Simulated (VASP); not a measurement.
Given:

```
BN
1.0
    1.25353    -2.17118     0.00000
    1.25353     2.17118     0.00000
    0.00000     0.00000     6.51657
B N
2 2
Direct
  0.33333   0.66667   0.25000
  0.66667   0.33333   0.75000
  0.66667   0.33333   0.25000
  0.33333   0.66667   0.75000
```

All values below come from PBE GGA with D4 dispersion, VASP's PBE PAW potentials (set 64) (plane waves; VASP). Numerical set-up: 520 eV cut-off, 11×11×4 Γ-centred mesh, tetrahedra with Blöchl corrections, potentials B N.

What does the run give for the energy per atom (σ→0)?

| Property | Value |
|---|---|
| energy per atom (σ→0) | -8949 meV/atom |

The absolute energy has meaning only against runs of the same code, potentials and settings.

The compound is BN in the hex structure. It was relaxed first.
